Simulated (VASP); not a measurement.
# Ba2Tl5V3O12 (R-3m) in VASP: a series of runs

Aim: see how the results for Ba2Tl5V3O12 move with the level of theory and the settings. Levels: PBE+TS, RPBE, revPBE. Tasks: atomic charges, relaxation of cell and atoms.

All numbers are computed with VASP 6.6.1; they aren't measurements. Logs are shortened: lines on timing, memory, paths and dates and some standing lists are left out, and cuts for length are marked.

## (1) The structure

The structure is trigonal, space group R-3m (No. 166). Conventional cell: a = 8.474 Å, b = 8.474 Å, c = 18.385 Å, α = 90.00°, β = 90.00°, γ = 120.00°. Ba (site symmetry -3m) has 12 O at 3.23 Å as nearest neighbours. Ba (site symmetry -3m) has 12 O at 3.22 Å as nearest neighbours. V (site symmetry 2/m) is surrounded by 4 O at 1.82 Å. Around Tl (site symmetry 2/m) lie 4 O at 2.36 Å. Tl (site symmetry 3m) has 3 V at 2.80 Å and 6 O at 2.84 Å and 3 Tl at 2.98 Å as nearest neighbours. O (site symmetry 1) is surrounded by 1 V at 1.82 Å.

The cell was built by a generator and needn't be a form met in nature.

## (2) Atomic charges, PBE+TS, collinear spin, ferromagnetic start

Contents of INCAR:

```
PREC = Accurate
ENCUT = 520
EDIFF = 1E-7
ISMEAR = -1
SIGMA = 0.05
LREAL = False
LASPH = True
NELM = 120
ALGO = Fast
ISIF = 2
LWAVE = False
LCHARG = False
ISPIN = 2
MAGMOM = 0 0 2 2 2 0 0 0 0 0 0 0 0 0 0 0 0 0 0 0 0 0
LORBIT = 10
LMAXMIX = 4
GGA = PE
IVDW = 2
KPAR = 4
```

Contents of KPOINTS:

```
regular mesh
0
Gamma
  4 4 4
```

Contents of POSCAR:

```
Ba2Tl5V3O12
1.0
    4.2369800000      2.4462200000      6.1284000000
   -4.2369800000      2.4462200000      6.1284000000
    0.0000000000     -4.8924400000      6.1284000000
Ba V Tl O
2 3 5 12
Direct
    0.5000000000      0.5000000000      0.5000000000
    0.0000000000      0.0000000000      0.0000000000
    0.5000000000      0.5000000000      0.0000000000
    0.0000000000      0.5000000000      0.5000000000
    0.5000000000      0.0000000000      0.5000000000
    0.0000000000      0.0000000000      0.5000000000
    0.5000000000      0.0000000000      0.0000000000
    0.0000000000      0.5000000000      0.0000000000
    0.7404500000      0.7404500000      0.7404500000
    0.2595500000      0.2595500000      0.2595500000
    0.7165200000      0.0808900000      0.4124200000
    0.4124200000      0.7165200000      0.0808900000
    0.0808900000      0.4124200000      0.7165200000
    0.5875700000      0.9191100000      0.2834800000
    0.9191100000      0.2834800000      0.5875700000
    0.2834800000      0.5875700000      0.9191100000
    0.2834800000      0.9191100000      0.5875700000
    0.5875700000      0.2834800000      0.9191100000
    0.9191100000      0.5875700000      0.2834800000
    0.4124200000      0.0808900000      0.7165200000
    0.0808900000      0.7165200000      0.4124200000
    0.7165200000      0.4124200000      0.0808900000
```

Potentials or basis: VASP PAW PBE potentials, release 64 (Ba_sv, V_sv, Tl_d, O).

Command:

```bash
$ cat potpaw_PBE.64/Ba_sv/POTCAR potpaw_PBE.64/V_sv/POTCAR potpaw_PBE.64/Tl_d/POTCAR potpaw_PBE.64/O/POTCAR > POTCAR
$ mpirun -np 4 vasp_std > vasp.out
```

OUTCAR:

```text
PREC = Accurate
   ENCUT = 520
   EDIFF = 1E-7
   ISMEAR = -1
   LREAL = False
   LASPH = True
   NELM = 120
   ISIF = 2
   ISPIN = 2
   LORBIT = 10
   GGA = PE
   IVDW = 2
  IVDW =   2

 ion  position               nearest neighbor table
   1  0.500  0.500  0.500-  16 3.23  18 3.23  14 3.23  19 3.23  15 3.23  17 3.23  12 3.23  22 3.23
                            20 3.23  13 3.23  21 3.23  11 3.23   7 4.24   8 4.24   7 4.24   8 4.24
   2  0.000  0.000  0.000-  13 3.22  20 3.22  11 3.22  21 3.22  12 3.22  22 3.22  19 3.22  14 3.22
                            15 3.22  17 3.22  16 3.22  18 3.22   6 3.92   6 3.92   8 3.92   7 3.92
   3  0.500  0.500  0.000-  12 1.82  22 1.82  18 1.82  16 1.82   9 2.80  10 2.80
   4  0.000  0.500  0.500-  21 1.82  13 1.82  15 1.82  19 1.82   9 2.80  10 2.80
   5  0.500  0.000  0.500-  11 1.82  20 1.82  17 1.82  14 1.82   9 2.80  10 2.80
   6  0.000  0.000  0.500-  15 2.36  17 2.36  11 2.36  21 2.36   9 2.98  10 2.98   2 3.92   2 3.92
                             1 4.24   1 4.24
   7  0.500  0.000  0.000-  14 2.36  18 2.36  20 2.36  12 2.36   9 2.98  10 2.98   2 3.92   2 3.92
                             1 4.24   1 4.24
   8  0.000  0.500  0.000-  19 2.36  16 2.36  13 2.36  22 2.36   9 2.98  10 2.98   2 3.92   2 3.92
                             1 4.24   1 4.24
   9  0.740  0.740  0.740-   3 2.80   4 2.80   5 2.80  12 2.84  22 2.84  21 2.84  11 2.84  13 2.84
                            20 2.84   6 2.98   7 2.98   8 2.98   1 4.42
  10  0.260  0.260  0.260-   3 2.80   4 2.80   5 2.80  16 2.84  18 2.84  17 2.84  15 2.84  14 2.84
                            19 2.84   6 2.98   7 2.98   8 2.98   1 4.42
  11  0.717  0.081  0.412-   5 1.82   6 2.36   9 2.84   2 3.22   1 3.23
  12  0.412  0.717  0.081-   3 1.82   7 2.36   9 2.84   2 3.22   1 3.23
  13  0.081  0.412  0.717-   4 1.82   8 2.36   9 2.84   2 3.22   1 3.23
  14  0.588  0.919  0.283-   5 1.82   7 2.36  10 2.84   2 3.22   1 3.23
  15  0.919  0.283  0.588-   4 1.82   6 2.36  10 2.84   2 3.22   1 3.23
  16  0.283  0.588  0.919-   3 1.82   8 2.36  10 2.84   2 3.22   1 3.23
  17  0.283  0.919  0.588-   5 1.82   6 2.36  10 2.84   2 3.22   1 3.23
  18  0.588  0.283  0.919-   3 1.82   7 2.36  10 2.84   2 3.22   1 3.23
  19  0.919  0.588  0.283-   4 1.82   8 2.36  10 2.84   2 3.22   1 3.23
  20  0.412  0.081  0.717-   5 1.82   7 2.36   9 2.84   2 3.22   1 3.23
  21  0.081  0.717  0.412-   4 1.82   6 2.36   9 2.84   2 3.22   1 3.23
  22  0.717  0.412  0.081-   3 1.82   8 2.36   9 2.84   2 3.22   1 3.23

  LATTYP: Found a trigonal (rhomboedric) cell.
 ALAT       =     7.8417650034
 COS(alpha) =     0.4161313237

  Lattice vectors:

 A1 = (   4.2369800000,   2.4462200000,   6.1284000000)
 A2 = (  -4.2369800000,   2.4462200000,   6.1284000000)
 A3 = (   0.0000000000,  -4.8924400000,   6.1284000000)

Analysis of symmetry for initial positions (statically):
=====================================================================
 Subroutine PRICEL returns:
 Original cell was already a primitive cell.

 Routine SETGRP: Setting up the symmetry group for a
 trigonal (rhombohedral) supercell.

 Subroutine GETGRP returns: Found  6 space group operations
 (whereof  6 operations were pure point group operations)
 out of a pool of 12 trial point group operations.

The static configuration has the point symmetry C_3v.

Analysis of symmetry for dynamics (positions and initial velocities):
=====================================================================
 Subroutine PRICEL returns:
 Original cell was already a primitive cell.

 Routine SETGRP: Setting up the symmetry group for a
 trigonal (rhombohedral) supercell.

 Subroutine GETGRP returns: Found  6 space group operations
 (whereof  6 operations were pure point group operations)
 out of a pool of 12 trial point group operations.

The dynamic configuration has the point symmetry C_3v.

Analysis of structural, dynamic, and magnetic symmetry:
=====================================================================
 Subroutine PRICEL returns:
 Original cell was already a primitive cell.

 Routine SETGRP: Setting up the symmetry group for a
 trigonal (rhombohedral) supercell.

 Subroutine GETGRP returns: Found  6 space group operations
 (whereof  6 operations were pure point group operations)
 out of a pool of 12 trial point group operations.

The overall configuration has the point symmetry C_3v.

 Subroutine INISYM returns: Found  6 space group operations
 (whereof  6 operations are pure point group operations),
 and found     1 'primitive' translations

----------------------------------------------------------------------------------------

                                     Primitive cell

  volume of cell :     381.1099

  direct lattice vectors                    reciprocal lattice vectors
     4.236980000  2.446220000  6.128400000     0.118008582  0.068132329  0.054391576
    -4.236980000  2.446220000  6.128400000    -0.118008582  0.068132329  0.054391576
     0.000000000 -4.892440000  6.128400000     0.000000000 -0.136264659  0.054391576

  length of vectors
     7.841765003  7.841765003  7.841763559     0.146719062  0.146719062  0.146719122

  position of ions in fractional coordinates (direct lattice)
     0.500000000  0.500000000  0.500000000
[... 96 lines left out ...]
 SYSTEM =  unknown system
   PREC   = accura    normal or accurate (medium, high low for compatibility)
   ISTART =      0    job   : 0-new  1-cont  2-samecut
   ICHARG =      2    charge: 1-file 2-atom 10-const
   ISPIN  =      2    spin polarized calculation?
   LNONCOLLINEAR =      F non collinear calculations
   LSORBIT =      F    spin-orbit coupling
   LASPH  =      T    aspherical Exc in radial PAW
   ENCUT  =  520.0 eV  38.22 Ry    6.18 a.u.  14.58 14.58 14.58*2*pi/ulx,y,z
   NELM   =    120;   NELMIN=  2; NELMDL= -5     # of ELM steps
   EDIFF  = 0.1E-06   stopping-criterion for ELM
   LREAL  =      F    real-space projection
   EDIFFG = 0.1E-05   stopping-criterion for IOM
   NSW    =      0    number of steps for IOM
   IBRION =     -1    ionic relax: 0-MD 1-quasi-New 2-CG
   NFREE  =      0    steps in history (QN), initial steepest desc. (CG)
   ISIF   =      2    stress and relaxation
   ISYM   =      2    0-nonsym 1-usesym 2-fastsym
   POTIM  = 0.5000    time-step for ionic-motion
   TEBEG  =    0.0;   TEEND  =   0.0 temperature during run
   PSTRESS=    0.0 pullay stress
   NELECT =     196.0000    total number of electrons
   NUPDOWN=      -1.0000    fix difference up-down
   EMIN   =  10.00;   EMAX   =-10.00  energy-range for DOS
   EFERMI =   0.00;   METHOD = LEGACY
   ISMEAR =    -1;   SIGMA  =   0.05  broadening in eV -4-tet -1-fermi 0-gaus
   EFERMI_NEDOS =   21; number of points for ismear=-14 and -15
   IALGO  =     68    algorithm
   IMIX   =      4    mixing-type and parameters
     AMIX     =   0.40;   BMIX     =  1.00
     AMIX_MAG =   1.60;   BMIX_MAG =  1.00
  volume/ion in A,a.u.               =      17.32       116.90
  Fermi-wavevector in a.u.,A,eV,Ry     =   1.311626  2.478614 23.406965  1.720363
  Thomas-Fermi vector in A             =   2.442075
   LORBIT       =     10    0 simple, 1 ext, 2 COOP (PROOUT), +10 PAW based schemes
   GGA     = PE    functional components
   LHFCALC =     F    Hartree Fock is set to
   AEXX    =    0.0000 exact exchange contribution
   IVDW    =     2    specifies the selected vdW correction
   LEPSILON=     F    determine dielectric tensor
   LRPA    =     F    only Hartree local field effects (RPA)
 spin polarized calculation
 RMM-DIIS sequential band-by-band and
  energy-cutoff  :      520.00
  volume of cell :      381.11
 maximum number of plane-waves:     10331
 NGX is ok and might be reduce to    60
   NGX = 29   NGY = 29   NGZ = 29

 number of electron     196.0000018 magnetization      -0.2264980

 number of electron     196.0000018 magnetization       1.0984173

 Free energy of the ion-electron system (eV)
  ---------------------------------------------------
  ext. energy  EPLUGINS =         0.00000000
  ---------------------------------------------------
  free energy    TOTEN  =      -129.52692899 eV

  energy without entropy =     -129.47949452  energy(sigma->0) =     -129.50321176

 E-fermi :   3.9160     XC(G=0):  -9.9748

 val. band max:        3.9119047065   @ k =   0.2500   0.2500   0.2500
 cond. band min:       3.9195750316   @ k =  -0.2500   0.2500   0.0000
 fundamental gap:      0.0076703251
 Fermi energy:         3.9160133892

 spin component 1

 k-point     1 :       0.0000    0.0000    0.0000
  band No.  band energies     occupation
      1     -61.1417      1.00000
      2     -61.1415      1.00000
      3     -61.1415      1.00000
      4     -35.0400      1.00000
      5     -35.0391      1.00000
      6     -35.0391      1.00000
[... 1458 lines left out ...]
    109       5.7487      0.00000
    110       5.7487      0.00000
 Fermi energy:         3.9160133892

 spin component 2

 k-point     1 :       0.0000    0.0000    0.0000
  band No.  band energies     occupation
      1     -60.8200      1.00000
      2     -60.8199      1.00000
      3     -60.8199      1.00000
      4     -34.7711      1.00000
      5     -34.7706      1.00000
      6     -34.7706      1.00000
[... 1458 lines left out ...]
    109       5.8976      0.00000
    110       5.8976      0.00000
 [bands above 110 left out]

------------------------ aborting loop because EDIFF is reached ----------------------------------------

  Hirshfeld charges:
            ion         q(e)
   ------------------------------
      1     Ba       0.41048556
      2     Ba       0.38934016
      3     V        0.52148573
      4     V        0.52148540
      5     V        0.52148540
      6     Tl       0.41752464
[... 14 lines left out ...]
     21     O       -0.33820078
     22     O       -0.33820085

  Tkatchenko/Scheffler method for vdW energy calculation

  Number of pair interactions contributing to vdW energy:  347850

  Edisp (eV):   -7.56879

  FORCE on cell =-STRESS in cart. coord.  units (eV):
  Direction    XX          YY          ZZ          XY          YZ          ZX
  --------------------------------------------------------------------------------------
  -------------------------------------------------------------------------------------
  Total      -4.10511    -4.10510    -2.85680    -0.00000     0.00000     0.00000
  in kB     -17.25779   -17.25776   -12.00994    -0.00000     0.00000     0.00000
  external pressure =      -15.51 kB  Pullay stress =        0.00 kB

 VOLUME and BASIS-vectors are now :
 -----------------------------------------------------------------------------
  energy-cutoff  :      520.00
  volume of cell :      381.11
      direct lattice vectors                 reciprocal lattice vectors
     4.236980000  2.446220000  6.128400000     0.118008582  0.068132329  0.054391576
    -4.236980000  2.446220000  6.128400000    -0.118008582  0.068132329  0.054391576
     0.000000000 -4.892440000  6.128400000     0.000000000 -0.136264659  0.054391576

 POSITION                                       TOTAL-FORCE (eV/Angst)
 -----------------------------------------------------------------------------------
      0.00000      0.00000      9.19260         0.000000     -0.000000      0.000046
      0.00000      0.00000      0.00000         0.000000     -0.000000      0.000021
      0.00000      2.44622      6.12840         0.000000     -0.000077     -0.000049
     -2.11849     -1.22311      6.12840         0.000067      0.000039     -0.000049
      2.11849     -1.22311      6.12840        -0.000067      0.000039     -0.000049
      0.00000     -2.44622      3.06420         0.000000     -0.000007     -0.000069
[... 14 lines left out ...]
     -2.69315     -0.06710      7.41432        -0.015918      0.032269      0.049687
      1.28847      2.36589      7.41432         0.035905     -0.002349      0.049687
 -----------------------------------------------------------------------------------
    total drift:                               -0.000000      0.000000      0.000032

  FREE ENERGIE OF THE ION-ELECTRON SYSTEM (eV)
  ---------------------------------------------------
  free  energy   TOTEN  =      -137.0957152149 eV

  energy  without entropy=     -137.0482807368  energy(sigma->0) =     -137.07199798

 total charge

# of ion       s       p       d       tot
------------------------------------------
    1        1.985   5.618   0.136   7.739
    2        1.986   5.616   0.139   7.741
    3        2.308   6.373   3.023  11.705
    4        2.308   6.373   3.023  11.705
    5        2.308   6.373   3.023  11.705
    6        0.996   0.394   9.746  11.136
[... 14 lines left out ...]
   21        1.586   3.351   0.000   4.937
   22        1.586   3.351   0.000   4.937
--------------------------------------------------
tot         35.189  72.707  57.923 165.819

 magnetization (x)

# of ion       s       p       d       tot
------------------------------------------
    1       -0.000   0.000   0.001   0.002
    2       -0.000  -0.000  -0.001  -0.001
    3        0.031   0.003   0.306   0.340
    4        0.031   0.003   0.306   0.340
    5        0.031   0.003   0.306   0.340
    6       -0.001   0.000  -0.000  -0.001
[... 14 lines left out ...]
   21       -0.000  -0.015   0.000  -0.015
   22       -0.000  -0.015   0.000  -0.015
--------------------------------------------------
tot          0.067  -0.106   0.931   0.892
```

Wall time 14 min (4 MPI ranks of Intel Xeon 6975P-C (Granite Rapids), shared host); peak memory 1.3 GiB.

Results:

* Free energy: -137.0957 eV
* Pressure: -1.6 GPa
* Largest force: 0.062 eV/Å
* Band gap on the k mesh: none (metal or under the smearing width)
* Net moment: 1.10 μB per cell
* Site moments: Ba +0.00, -0.00; V +0.34; Tl -0.00, +0.03; O -0.01 μB
* Valence electrons inside the program's atomic spheres: Ba 7.74; V 11.71; Tl 11.14, 11.29; O 4.94
* Hirshfeld charges: Ba +0.41, +0.39; V +0.52; Tl +0.42, +0.22; O -0.34 e
* Dispersion energy per atom: -0.344 eV

Forces on the atoms (eV/Å):
```
Ba   0.000  0.000  0.000
Ba   0.000  0.000  0.000
V    0.000  0.000  0.000
V    0.000  0.000  0.000
V    0.000  0.000  0.000
Tl   0.000  0.000  0.000
Tl   0.000  0.000  0.000
Tl   0.000  0.000  0.000
Tl   0.000  0.000  0.028
Tl   0.000  0.000 -0.028
O    0.016  0.032  0.050
O   -0.036 -0.002  0.050
O    0.020 -0.030  0.050
O    0.020  0.030 -0.050
O    0.016 -0.033 -0.050
O   -0.036  0.003 -0.050
O   -0.016 -0.033 -0.050
O    0.036  0.003 -0.050
O   -0.020  0.030 -0.050
O   -0.020 -0.030  0.050
O   -0.016  0.032  0.050
O    0.036 -0.002  0.050
```

Levels at points of the mesh, in eV from the Fermi level:
Spin up:
```tsv
k point	band 97	band 98	band 99	band 100	band 101	band 102
(0.00, 0.00, 0.00)	-0.54	-0.36	-0.08	-0.08	-0.08	0.99
(0.50, 0.00, 0.00)	-0.62	-0.25	-0.03	0.24	0.46	1.31
(0.50, 0.50, 0.00)	-0.58	-0.13	0.16	0.97	0.98	1.08
(0.50, 0.50, 0.50)	-0.20	-0.15	-0.15	0.77	0.77	1.18
```
Spin down:
```
           k point  band 95  band 96  band 97  band 98  band 99  band 100
(0.00, 0.00, 0.00)    -0.95    -0.49    -0.49    -0.38    -0.03      0.53
(0.50, 0.00, 0.00)    -0.70    -0.63    -0.61     0.06     0.26      0.31
(0.50, 0.50, 0.00)    -0.74    -0.59    -0.53     0.13     0.53      1.09
(0.50, 0.50, 0.50)    -0.91    -0.69    -0.18     0.44     0.44      0.76
```

Caveat: atom-pairwise D2, TS and ULG terms overbind metals; semilocal functionals often make such compounds metallic where correlation or magnetic order opens a gap, which also shifts bond lengths; pairwise dispersion overbinds metals, which lowers pressure and volume. With open d or f shells a metallic result of PBE can be an artefact of self-interaction; +U or a hybrid may open a gap.

(Continued in part 2 of 2.)
